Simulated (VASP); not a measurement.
# BrCIH2 in VASP: notebook

The runs below take BrCIH2 through atomic charges, electron localisation function, single point, with PBE+TS, PBE, r2SCAN0+D4.

Program: VASP 6.6.1. These are calculated values, not measurements. Logs are shortened: lines on timing, memory, paths and dates and some standing lists are left out, and cuts for length are marked.

### Step 1. Starting point

The cell holds a molecule in a box, 5 atoms: a = 13.000 Å, b = 11.000 Å, c = 12.000 Å, α = 90.00°, β = 90.00°, γ = 90.00°.

### Step 2. Atomic charges, PBE+TS

Contents of INCAR:

```
PREC = Accurate
ENCUT = 520
EDIFF = 1E-6
ISMEAR = 0
SIGMA = 0.01
LREAL = F
LASPH = T
NELM = 60
ALGO = Normal
ISIF = 2
LWAVE = F
LCHARG = F
GGA = PE
IVDW = 2
LORBIT = 11
```

Contents of KPOINTS:

```
regular mesh
0
Gamma
  1 1 1
```

Contents of POSCAR:

```
H2CIBr
1.0
   13.0000000000      0.0000000000      0.0000000000
    0.0000000000     11.0000000000      0.0000000000
    0.0000000000      0.0000000000     12.0000000000
Br C I H
1 1 1 2
Direct
    0.3766923100      0.4773090900      0.5308750000
    0.5178615400      0.4930181800      0.4861666700
    0.6253076900      0.4147454500      0.5988166700
    0.5355769200      0.5890727300      0.4801916700
    0.5270846200      0.4471636400      0.4068500000
```

Potentials or basis: VASP PAW PBE potentials, release 64 (Br, C, I, H).

Run with:

```bash
$ cat potpaw_PBE.64/Br/POTCAR potpaw_PBE.64/C/POTCAR potpaw_PBE.64/I/POTCAR potpaw_PBE.64/H/POTCAR > POTCAR
$ mpirun -np 1 vasp_gam > vasp.out
```

OUTCAR:

```text
PREC = Accurate
   ENCUT = 520
   EDIFF = 1E-6
   ISMEAR = 0
   LREAL = F
   LASPH = T
   NELM = 60
   ISIF = 2
   GGA = PE
   IVDW = 2
   LORBIT = 11
  IVDW =   2

 ion  position               nearest neighbor table
   1  0.377  0.477  0.531-   2 1.92
   2  0.518  0.493  0.486-   4 1.08   5 1.08   1 1.92   3 2.13
   3  0.625  0.415  0.599-   2 2.13
   4  0.536  0.589  0.480-   2 1.08
   5  0.527  0.447  0.407-   2 1.08

  LATTYP: Found a simple orthorhombic cell.
 ALAT       =    11.0000000000
 B/A-ratio  =     1.0909090909
 C/A-ratio  =     1.1818181818

  Lattice vectors:

 A1 = (   0.0000000000,  11.0000000000,   0.0000000000)
 A2 = (   0.0000000000,   0.0000000000,  12.0000000000)
 A3 = (  13.0000000000,   0.0000000000,   0.0000000000)

Analysis of symmetry for initial positions (statically):
=====================================================================
 Subroutine PRICEL returns:
 Original cell was already a primitive cell.

 Routine SETGRP: Setting up the symmetry group for a
 simple orthorhombic supercell.

 Subroutine GETGRP returns: Found  1 space group operations
 (whereof  1 operations were pure point group operations)
 out of a pool of  8 trial point group operations.

The static configuration has the point symmetry C_1 .

Analysis of symmetry for dynamics (positions and initial velocities):
=====================================================================
 Subroutine PRICEL returns:
 Original cell was already a primitive cell.

 Routine SETGRP: Setting up the symmetry group for a
 simple orthorhombic supercell.

 Subroutine GETGRP returns: Found  1 space group operations
 (whereof  1 operations were pure point group operations)
 out of a pool of  8 trial point group operations.

The dynamic configuration has the point symmetry C_1 .

 Subroutine INISYM returns: Found  1 space group operations
 (whereof  1 operations are pure point group operations),
 and found     1 'primitive' translations

----------------------------------------------------------------------------------------

                                     Primitive cell

  volume of cell :    1716.0000

  direct lattice vectors                    reciprocal lattice vectors
    13.000000000  0.000000000  0.000000000     0.076923077  0.000000000  0.000000000
     0.000000000 11.000000000  0.000000000     0.000000000  0.090909091  0.000000000
     0.000000000  0.000000000 12.000000000     0.000000000  0.000000000  0.083333333

  length of vectors
    13.000000000 11.000000000 12.000000000     0.076923077  0.090909091  0.083333333

  position of ions in fractional coordinates (direct lattice)
     0.376692310  0.477309090  0.530875000
     0.517861540  0.493018180  0.486166670
     0.625307690  0.414745450  0.598816670
     0.535576920  0.589072730  0.480191670
     0.527084620  0.447163640  0.406850000

  ion indices of the primitive-cell ions
   primitive index   ion index
                 1           1
                 2           2
                 3           3
                 4           4
                 5           5

----------------------------------------------------------------------------------------

 KPOINTS: regular mesh

Automatic generation of k-mesh.
 Grid dimensions read from file:
 generate k-points for:    1    1    1

 Generating k-lattice:

  Cartesian coordinates                     Fractional coordinates (reciprocal lattice)
     0.076923077  0.000000000  0.000000000     1.000000000  0.000000000  0.000000000
     0.000000000  0.090909091  0.000000000     0.000000000  1.000000000  0.000000000
     0.000000000  0.000000000  0.083333333     0.000000000  0.000000000  1.000000000

  Length of vectors
     0.076923077  0.090909091  0.083333333

  Shift w.r.t. Gamma in fractional coordinates (k-lattice)
     0.000000000  0.000000000  0.000000000

 Subroutine IBZKPT returns following result:
 ===========================================

 Found      1 irreducible k-points:

 Following reciprocal coordinates:
            Coordinates               Weight
  0.000000  0.000000  0.000000      1.000000
   k-points           NKPTS =      1   k-points in BZ     NKDIM =      1   number of bands    NBANDS=     14
   number of dos      NEDOS =    301   number of ions     NIONS =      5
   total plane-waves  NPLWV = 740880
   dimension x,y,z NGX =    98 NGY =   84 NGZ =   90
   dimension x,y,z NGXF=   196 NGYF=  168 NGZF=  180
   ions per type =               1   1   1   2
   NGX,Y,Z   is equivalent  to a cutoff of  12.53, 12.70, 12.47 a.u.
   NGXF,Y,Z  is equivalent  to a cutoff of  25.06, 25.39, 24.94 a.u.
 SYSTEM =  unknown system
   PREC   = accura    normal or accurate (medium, high low for compatibility)
   ISTART =      0    job   : 0-new  1-cont  2-samecut
   ICHARG =      2    charge: 1-file 2-atom 10-const
   ISPIN  =      1    spin polarized calculation?
   LNONCOLLINEAR =      F non collinear calculations
   LSORBIT =      F    spin-orbit coupling
   LASPH  =      T    aspherical Exc in radial PAW
   ENCUT  =  520.0 eV  38.22 Ry    6.18 a.u.  24.17 20.45 22.31*2*pi/ulx,y,z
   NELM   =     60;   NELMIN=  2; NELMDL= -5     # of ELM steps
   EDIFF  = 0.1E-05   stopping-criterion for ELM
   LREAL  =      F    real-space projection
   EDIFFG = 0.1E-04   stopping-criterion for IOM
   NSW    =      0    number of steps for IOM
   IBRION =     -1    ionic relax: 0-MD 1-quasi-New 2-CG
   NFREE  =      0    steps in history (QN), initial steepest desc. (CG)
   ISIF   =      2    stress and relaxation
   ISYM   =      2    0-nonsym 1-usesym 2-fastsym
   POTIM  = 0.5000    time-step for ionic-motion
   TEBEG  =    0.0;   TEEND  =   0.0 temperature during run
   PSTRESS=    0.0 pullay stress
   NELECT =      20.0000    total number of electrons
   NUPDOWN=      -1.0000    fix difference up-down
   EMIN   =  10.00;   EMAX   =-10.00  energy-range for DOS
   EFERMI =   0.00;   METHOD = LEGACY
   ISMEAR =     0;   SIGMA  =   0.01  broadening in eV -4-tet -1-fermi 0-gaus
   EFERMI_NEDOS =   21; number of points for ismear=-14 and -15
   IALGO  =     38    algorithm
   IMIX   =      4    mixing-type and parameters
     AMIX     =   0.40;   BMIX     =  1.00
     AMIX_MAG =   1.60;   BMIX_MAG =  1.00
  volume/ion in A,a.u.               =     343.20      2316.03
  Fermi-wavevector in a.u.,A,eV,Ry     =   0.371175  0.701420  1.874490  0.137771
  Thomas-Fermi vector in A             =   1.299103
   LORBIT       =     11    0 simple, 1 ext, 2 COOP (PROOUT), +10 PAW based schemes
   GGA     = PE    functional components
   LHFCALC =     F    Hartree Fock is set to
   AEXX    =    0.0000 exact exchange contribution
   IVDW    =     2    specifies the selected vdW correction
   LEPSILON=     F    determine dielectric tensor
   LRPA    =     F    only Hartree local field effects (RPA)
 non-spin polarized calculation
 Gauss-broadening in eV      SIGMA  =   0.01
  energy-cutoff  :      520.00
  volume of cell :     1716.00
 maximum number of plane-waves:     23131
 NGX is ok and might be reduce to    98
   NGX = 49   NGY = 41   NGZ = 45

 number of electron      20.0000000 magnetization

 Free energy of the ion-electron system (eV)
  ---------------------------------------------------
  ext. energy  EPLUGINS =         0.00000000
  ---------------------------------------------------
  free energy    TOTEN  =       -18.99998690 eV

  energy without entropy =      -18.99998690  energy(sigma->0) =      -18.99998690

 E-fermi :  -6.0469     XC(G=0):  -0.9286

 val. band max:       -6.1018606868   @ k =   0.0000   0.0000   0.0000
 cond. band min:      -2.1131661775   @ k =   0.0000   0.0000   0.0000
 fundamental gap:      3.9886945093
 Fermi energy:        -6.0469088664

 k-point     1 :       0.0000    0.0000    0.0000
  band No.  band energies     occupation
      1     -20.8501      2.00000
      2     -18.0395      2.00000
      3     -15.6164      2.00000
      4     -11.3949      2.00000
      5     -10.2324      2.00000
      6      -9.5013      2.00000
      7      -6.7843      2.00000
      8      -6.7332      2.00000
      9      -6.1313      2.00000
     10      -6.1019      2.00000
     11      -2.1132      0.00000
     12      -0.7872      0.00000
     13      -0.4191      0.00000
     14       0.6688      0.00000

------------------------ aborting loop because EDIFF is reached ----------------------------------------

  Hirshfeld charges:
            ion         q(e)
   ------------------------------
      1     Br      -0.02559631
      2     C       -0.07686071
      3     I        0.00037616
      4     H        0.05110974
      5     H        0.05097111

  Tkatchenko/Scheffler method for vdW energy calculation

  Number of pair interactions contributing to vdW energy:    4512

  Edisp (eV):   -0.00837

  FORCE on cell =-STRESS in cart. coord.  units (eV):
  Direction    XX          YY          ZZ          XY          YZ          ZX
  --------------------------------------------------------------------------------------
  -------------------------------------------------------------------------------------
  Total       1.13130     0.38220     0.48606    -0.12706    -0.11247     0.12224
  in kB       1.05626     0.35685     0.45382    -0.11863    -0.10501     0.11413
  external pressure =        0.62 kB  Pullay stress =        0.00 kB

 VOLUME and BASIS-vectors are now :
 -----------------------------------------------------------------------------
  energy-cutoff  :      520.00
  volume of cell :     1716.00
      direct lattice vectors                 reciprocal lattice vectors
    13.000000000  0.000000000  0.000000000     0.076923077  0.000000000  0.000000000
     0.000000000 11.000000000  0.000000000     0.000000000  0.090909091  0.000000000
     0.000000000  0.000000000 12.000000000     0.000000000  0.000000000  0.083333333

 POSITION                                       TOTAL-FORCE (eV/Angst)
 -----------------------------------------------------------------------------------
      4.89700      5.25040      6.37050        -0.418982     -0.017193      0.082868
      6.73220      5.42320      5.83400         0.069271      0.040723     -0.084720
      8.12900      4.56220      7.18580         0.277238     -0.142191      0.216078
      6.96250      6.47980      5.76230         0.048273      0.229253     -0.011700
      6.85210      4.91880      4.88220         0.024200     -0.110593     -0.202527
 -----------------------------------------------------------------------------------
    total drift:                               -0.000174     -0.000231      0.000332

  FREE ENERGIE OF THE ION-ELECTRON SYSTEM (eV)
  ---------------------------------------------------
  free  energy   TOTEN  =       -19.0083601899 eV

  energy  without entropy=      -19.0083601899  energy(sigma->0) =      -19.00836019

 total charge

# of ion       s       p       d       tot
------------------------------------------
    1        1.616   3.218   0.039   4.873
    2        0.838   1.621   0.000   2.459
    3        1.512   2.758   0.029   4.298
    4        0.647   0.050   0.000   0.697
    5        0.647   0.050   0.000   0.697
--------------------------------------------------
tot          5.259   7.697   0.068  13.025
```

Wall time 2.2 min (1 thread of Intel Xeon Platinum 8488C (Sapphire Rapids), shared host); peak memory 1.3 GiB.

Results:

| Property | Result |
| --- | --- |
| Free energy | -19.0084 eV |
| Largest force | 0.427 eV/Å |
| Gap between the frontier levels | 3.99 eV |
| Valence electrons inside the program's atomic spheres | Br 4.87; C 2.46; I 4.30; H 0.70 |
| Hirshfeld charges | Br -0.03; C -0.08; I +0.00; H +0.05 e |
| Dispersion energy per atom | -0.002 eV |

Forces in eV/Å, atoms in the order of the input:
```
Br  -0.419 -0.017  0.083
C    0.069  0.041 -0.085
I    0.277 -0.142  0.216
H    0.048  0.229 -0.012
H    0.024 -0.111 -0.203
```

Caveat: spin-orbit coupling is left out, which moves the levels of the heavy elements.

### Step 3. Electron localisation function, PBE

Contents of INCAR:

```
SYSTEM = H2CIBr
ALGO = Fast ; EDIFF = 1E-6
ENCUT = 520 ; GGA = PE
ISIF = 2 ; ISMEAR = 0
LASPH = .TRUE. ; LCHARG = .TRUE.
LELF = .TRUE. ; LREAL = .FALSE.
LWAVE = .FALSE. ; NELM = 60
PREC = Accurate ; SIGMA = 0.01
```

Contents of KPOINTS:

```
k-points
0
G
  1 1 1
  0 0 0
```

POSCAR is that of step 2.

Potentials or basis: VASP PAW PBE potentials, release 64 (Br, C, I, H).

Run with:

```bash
$ cat potpaw_PBE.64/Br/POTCAR potpaw_PBE.64/C/POTCAR potpaw_PBE.64/I/POTCAR potpaw_PBE.64/H/POTCAR > POTCAR
$ mpirun -np 1 vasp_gam > vasp.out
```

Wall time 2.4 min (1 thread of Intel Xeon Platinum 8488C (Sapphire Rapids), shared host); peak memory 1.3 GiB.

The run converged. Its results:

```
Free energy                     : -19.0000 eV
Largest force                   : 0.413 eV/Å
Gap between the frontier levels : 3.99 eV
```

Forces on the atoms (eV/Å):
```
Br  -0.404 -0.019  0.085
C    0.069  0.041 -0.084
I    0.262 -0.137  0.209
H    0.048  0.227 -0.010
H    0.024 -0.110 -0.200
```

Levels at points of the mesh, in eV from the valence-band top:
```csv
k point,band 7,band 8,band 9,band 10,band 11,band 12,band 13,band 14
"(0.00, 0.00, 0.00)",-0.68,-0.63,-0.03,0.00,3.99,5.31,5.68,6.76
```

Caveat: spin-orbit coupling is left out, which moves the levels of the heavy elements.

### Step 4. Single point, r2SCAN0+D4

POSCAR is that of step 3.

Contents of INCAR.step1:

```
PREC = Accurate ; ENCUT = 900
EDIFF = 1E-5 ; ISMEAR = 0
SIGMA = 0.01 ; LREAL = False
LASPH = True ; NELM = 60
ALGO = Normal ; ISIF = 2
LWAVE = True ; LCHARG = False
GGA = PE
```

Contents of INCAR.step2:

```
PREC = Accurate ; ENCUT = 900
EDIFF = 1E-6 ; ISMEAR = 0
SIGMA = 0.01 ; LREAL = False
LASPH = True ; NELM = 60
ALGO = Normal ; ISIF = 2
LWAVE = False ; LCHARG = False
METAGGA = R2SCAN ; LHFCALC = True
AEXX = 0.25 ; LMIXTAU = True
PRECFOCK = Normal ; IVDW = 13
VDW_S6 = 1.0 ; VDW_S8 = 0.8992
VDW_A1 = 0.4778 ; VDW_A2 = 5.8779
ISTART = 1
```

Contents of KPOINTS:

```
Automatic mesh
0
Gamma
  1 1 1
```

Potentials or basis: VASP PAW PBE potentials, release 64 (Br, C_h, I, H_h).

Run with:

```bash
$ cat potpaw_PBE.64/Br/POTCAR potpaw_PBE.64/C_h/POTCAR potpaw_PBE.64/I/POTCAR potpaw_PBE.64/H_h/POTCAR > POTCAR
$ cp INCAR.step1 INCAR
$ mpirun -np 1 vasp_gam > vasp.out
$ cp INCAR.step2 INCAR
$ mpirun -np 1 vasp_gam > vasp.out
```

Run time: 29 min. Hardware: 1 thread of Intel Xeon Platinum 8488C (Sapphire Rapids), shared host; peak memory 3 GiB.

The run converged. Its results:

* Free energy: -50.8867 eV
* Largest force: 0.216 eV/Å
* Gap between the frontier levels: 6.29 eV
* Dispersion energy per atom: -0.007 eV

Forces on the atoms (eV/Å):
```
Br   0.113  0.006 -0.026
C    0.072  0.065 -0.129
I   -0.090  0.045 -0.071
H   -0.058 -0.203  0.030
H   -0.037  0.086  0.195
```

Levels at points of the mesh, in eV from the valence-band top:
```tsv
k point	band 6	band 7	band 8	band 9	band 10	band 11	band 12	band 13	band 14
(0.00, 0.00, 0.00)	-3.56	-0.83	-0.79	-0.06	0.00	6.29	7.63	7.81	8.57
```

Caveat: the cutoff is under 1.25 times the usual one of these potentials, so pressure, stress and relaxed cells hold a basis-set (Pulay) error; the PAW data sets were made with another functional, which shifts forces and pressure a little; spin-orbit coupling is left out, which moves the levels of the heavy elements.

### Step 5. Summary

```tsv
task	level	potentials or basis	cutoff (eV)	further INCAR settings	grid for exact exchange (PRECFOCK)	exchange at q = 0	gap on the mesh (eV)	largest force (eV/Å)
atomic charges	PBE+TS	VASP PAW PBE potentials, release 64 (Br, C, I, H)	520	ALGO = Normal; EDIFF = 1e-06	-	-	3.99	0.43
electron localisation function	PBE	VASP PAW PBE potentials, release 64 (Br, C, I, H)	520	ALGO = Fast; EDIFF = 1e-06	-	-	3.99	0.41
single point	r2SCAN0+D4	VASP PAW PBE potentials, release 64 (Br, C_h, I, H_h)	900	ALGO = Normal; EDIFF = 1e-06	Normal	default	6.29	0.22
```

Alike in all rows: no spin polarisation; cell as given; k mesh 1 × 1 × 1; smearing gaussian 0.01 eV.

Caveats: spin-orbit coupling is left out, which moves the levels of the heavy elements; the cutoff is under 1.25 times the usual one of these potentials, so pressure, stress and relaxed cells hold a basis-set (Pulay) error (some runs); the PAW data sets were made with another functional, which shifts forces and pressure a little (some runs).

Total energies depend on the potentials used, so only differences within one code and one set of settings carry meaning.
